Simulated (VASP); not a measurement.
# LaGe3Ir under strain, part 5 of 5

Aim: follow the pressure of LaGe3Ir through compression, expansion and shear. All runs use r2SCAN. Left out of this account: 1 further run (self-consistent run: a reference on another mesh). The start is a computed cell from the Materials Project.

VASP 6.6.1; r2SCAN; plane waves and PAW (La, Ge_d, Ir).

Still holding for the runs below: Spin-orbit coupling is off here; with elements this heavy it splits and shifts levels by tenths of an eV or more.

So far, pressure (GPa): step 2 (bands, cell as listed) -0.242; step 3 (cell volume +4.0 %) -4.63; step 4 (cell volume +8.0 %) -8.03; step 6 (cell volume -4.0 %) 5.28.

## 7. Bands, volume times 0.92 (continued)

Electronic bands along the path, in eV, zero at the Fermi level; # counts the bands kept:

```
          point     #8     #9    #10    #11    #12   #13   #14   #15
              Γ  -3.01  -1.76  -1.76  -0.14  -0.14  1.59  1.72  2.41
0.53 of the way  -2.37  -2.25  -2.04  -1.37   0.65  1.92  2.31  2.43
              X  -3.34  -3.24  -2.13  -1.99   2.10  2.15  2.42  2.54
0.47 of the way  -3.19  -3.08  -2.17  -1.87   2.03  2.17  2.40  2.54
              Y  -3.10  -2.68  -2.18  -1.60   1.84  2.19  2.32  2.47
0.47 of the way  -3.17  -2.18  -1.32  -1.08   1.06  1.78  2.22  2.29
              S  -2.85  -2.50  -1.58  -0.31   0.82  1.88  2.24  2.34
0.47 of the way  -2.53  -2.06  -1.75  -1.28  -0.89  1.93  2.36  2.47
              Γ  -3.01  -1.76  -1.76  -0.14  -0.14  1.59  1.72  2.41
0.47 of the way  -2.38  -2.38  -1.72   0.68   0.68  1.28  1.62  2.33
              Z  -2.88  -2.51  -0.13   0.89   0.89  1.34  1.68  2.30
0.47 of the way  -2.97  -2.13   0.10   0.47   1.31  1.46  1.64  2.07
             S1  -2.85  -2.50  -1.58  -0.31   0.82  1.88  2.24  2.34
0.47 of the way  -2.80  -2.62  -1.59  -0.54   0.44  1.85  2.25  2.36
              N  -2.98  -2.40  -1.48  -0.66   0.16  1.65  2.20  2.36
0.47 of the way  -3.06  -2.52  -1.88  -1.01   1.01  1.79  2.31  2.37
              P  -3.15  -2.64  -2.64  -2.04   1.59  2.28  2.28  2.54
0.47 of the way  -3.18  -2.93  -2.35  -1.87   1.78  2.19  2.36  2.52
             Y1  -3.10  -2.68  -2.18  -1.60   1.84  2.19  2.32  2.47
0.53 of the way  -3.21  -1.18  -0.07   0.00   0.28  0.94  1.85  2.20
              Z  -2.88  -2.51  -0.13   0.89   0.89  1.34  1.68  2.30
      jump to X  -3.34  -3.24  -2.13  -1.99   2.10  2.15  2.42  2.54
0.47 of the way  -3.27  -3.06  -2.26  -2.01   1.88  2.18  2.39  2.54
              P  -3.15  -2.64  -2.64  -2.04   1.59  2.28  2.28  2.54
```

Of the projections kept (La, Ge, Ir), the largest for each band there; the rest of the weight can lie on other orbitals:

```
point       #8       #9      #10      #11      #12      #13      #14      #15
    Γ  Ir 0.76  Ir 0.68  Ir 0.68  Ge 0.60  Ge 0.60  Ge 0.67  Ir 0.54  La 0.96
    X  Ir 0.86  Ir 0.51  Ir 0.65  Ir 0.72  La 0.70  La 0.90  La 0.92  La 0.99
    Y  Ir 0.78  Ir 0.55  Ir 0.78  Ir 0.59  La 0.68  La 0.82  La 0.93  La 0.88
    S  Ir 0.47  Ge 0.45  Ge 0.64  Ir 0.48  Ir 0.44  La 0.57  La 0.79  La 0.86
    Γ  Ir 0.76  Ir 0.68  Ir 0.68  Ge 0.60  Ge 0.60  Ge 0.67  Ir 0.54  La 0.96
    Z  Ir 0.48  Ge 0.46  Ge 0.68  La 0.62  La 0.62  La 0.68  La 0.71  La 0.93
```

Force by atom:

```
atom  x (eV/Å)  y (eV/Å)  z (eV/Å)   size
 La1     0.000     0.000     0.186  0.186
 Ge2     0.000     0.000     0.322  0.322
 Ge3     0.000     0.000     0.322  0.322
 Ge4     0.000     0.000    -0.511  0.511
 Ir5     0.000     0.000    -0.320  0.320
```

 The pressure is 12.20 GPa. The parabola predicted 12.05 GPa, -0.14 GPa off.

## 8. The runs together

| cell | mesh | pressure (GPa) | gap (eV) |
| --- | --- | --- | --- |
| cell as listed | 10×10×10 | -0.24 | none |
| volume times 1.04 | 10×10×10 | -4.63 | none |
| volume times 1.08 | 10×10×10 | -8.03 | none |
| volume times 0.96 | 10×10×10 | 5.28 | none |
| volume times 0.92 | 10×10×10 | 12.20 | none |

## 9. Bands, atoms displaced by up to 0.15 Å

The mesh alone shows little of the dispersion and can miss band extrema, so KPOINTS_OPT adds a path through the symmetry points after the self-consistent cycle.

Input file INCAR:

```
SYSTEM = LaGe3Ir
PREC = Accurate
ENCUT = 410
EDIFF = 1E-06
NELM = 100
ISMEAR = -1
SIGMA = 0.05
LREAL = .FALSE.
ALGO = Normal
METAGGA = R2SCAN
LASPH = .TRUE.
NBANDS = 47
LORBIT = 11
LWAVE = .FALSE.
LCHARG = .FALSE.
KPAR = 4
```

Input file POSCAR:

```
LaGe3Ir
1.0
   -2.2236166581      2.2236166581      5.0517630417
    2.2236166581     -2.2236166581      5.0517630417
    2.2236166581      2.2236166581     -5.0517630417
La Ge Ir
1 3 1
Direct
    0.5736490000      0.5988510000      0.0093460000
    0.3616080000      0.8377590000      0.5095900000
    0.8398520000      0.3595540000      0.4916930000
    0.0198620000     -0.0103660000      0.0244060000
    0.2466550000      0.2581830000      0.0395890000
```

Input file KPOINTS:

```
Automatic mesh
0
Gamma
10 10 10
0 0 0
```

Input file KPOINTS_OPT:

```
Line mode
16
Line-mode
Reciprocal
  0.00000000   0.00000000   0.00000000 GAMMA
  0.50000000  -0.50000000   0.00000000 X

  0.50000000  -0.50000000   0.00000000 X
  0.50000000  -0.50000000   0.09687326 Y

  0.50000000  -0.50000000   0.09687326 Y
  0.29843663  -0.29843663   0.29843663 S

  0.29843663  -0.29843663   0.29843663 S
  0.00000000   0.00000000   0.00000000 GAMMA

  0.00000000   0.00000000   0.00000000 GAMMA
  0.50000000   0.50000000  -0.50000000 Z

  0.50000000   0.50000000  -0.50000000 Z
  0.70156337   0.29843663  -0.29843663 S1

  0.70156337   0.29843663  -0.29843663 S1
  0.50000000   0.00000000   0.00000000 N

  0.50000000   0.00000000   0.00000000 N
  0.75000000  -0.25000000  -0.25000000 P

  0.75000000  -0.25000000  -0.25000000 P
  0.90312674   0.09687326  -0.50000000 Y1

  0.90312674   0.09687326  -0.50000000 Y1
  0.50000000   0.50000000  -0.50000000 Z

  0.50000000  -0.50000000   0.00000000 X
  0.75000000  -0.25000000  -0.25000000 P
```

PAW data sets: La, Ge_d and Ir (PBE family, release 64).

Started as:

```bash
$ mpirun -np 4 vasp_std
```

What it wrote:

```text
[... set-up lines as in an earlier step ...]
 entering main loop
       N       E                     dE             d eps       ncg     rms          rms(c)
DAV:   1     0.525100528067E+03    0.52510E+03   -0.22213E+04 57904   0.288E+03
DAV:   2     0.226002241034E+01   -0.52284E+03   -0.45502E+03 47496   0.707E+02
DAV:   3    -0.125704057661E+03   -0.12796E+03   -0.12134E+03 48839   0.209E+02
DAV:   4    -0.136500264297E+03   -0.10796E+02   -0.10567E+02 68274   0.674E+01
[...]
DAV:  13    -0.127301883702E+03   -0.24708E-04   -0.10189E-04 77037   0.137E-01    0.137E-02
DAV:  14    -0.127301943393E+03   -0.59691E-04   -0.41693E-04 72736   0.103E-01    0.203E-02
DAV:  15    -0.127301899759E+03    0.43634E-04   -0.23744E-04 66638   0.812E-02    0.855E-03
 hard stop encountered!  aborting job ...
 -----------------------------------------------------------------------------
|                                                                             |
|           W    W    AA    RRRRR   N    N  II  N    N   GGGG   !!!           |
|           W    W   A  A   R    R  NN   N  II  NN   N  G    G  !!!           |
|           W    W  A    A  R    R  N N  N  II  N N  N  G       !!!           |
|           W WW W  AAAAAA  RRRRR   N  N N  II  N  N N  G  GGG   !            |
|           WW  WW  A    A  R   R   N   NN  II  N   NN  G    G                |
|           W    W  A    A  R    R  N    N  II  N    N   GGGG   !!!           |
|                                                                             |
|     The electronic self-consistency was not achieved in the given           |
|     number of steps (NELM). The forces and other quantities evaluated       |
|     might not be reliable so examine the results carefully. If you find     |
|     spurious results, we suggest increasing NELM, if you were close to      |
|     convergence or switching to a different ALGO or adjusting the           |
|     density mixing parameters otherwise.                                    |
|                                                                             |
 -----------------------------------------------------------------------------

 soft stop encountered!  aborting job ...
```

It took 21 min on 4 MPI ranks of Intel Xeon 6975P-C (Granite Rapids), shared host.

The run was stopped at its time limit, by a STOPCAR file.

More ranks or a longer limit would be the way on.

## 10. Summary of results

```
pressure, cell as listed                                    : -0.242 GPa
pressure, volume times 1.04                                 : -4.63 GPa
pressure, volume times 1.08                                 : -8.03 GPa
pressure, volume times 0.96                                 : 5.28 GPa
pressure, volume times 0.92                                 : 12.2 GPa
bulk modulus at the listed volume, shape and positions held : 124 GPa
```

What this shows: The slope of pressure against ln V at the listed volume gives a bulk modulus of 124 GPa at fixed shape and positions, an upper bound since the atoms bear forces. The atoms were not relaxed in the changed cells. Not obtained: bands, sheared, principal strains -2.2, +0.0, +2.2 %, since the run ended as timeout. Not obtained: bands, atoms displaced by up to 0.15 Å, since the run ended as timeout. Spin-orbit coupling is left out, and with elements this heavy it would split and shift bands near the Fermi level.

[Lines on the potential files, build, host, timing and source positions are cut from VASP's logs without a mark.]

[Logs are printed without paths, hosts, clocks, repeated set-up lines and the standing remarks that a program may print on its own settings, such as how far it seeks lower states.]

[Hosts, paths, dates, database ids (printed as entryN), source tags and the programs' standing remarks are cut or masked in the printed files.]

[A measured line is paired with the nearest computed mode of its activity, which favours agreement.]
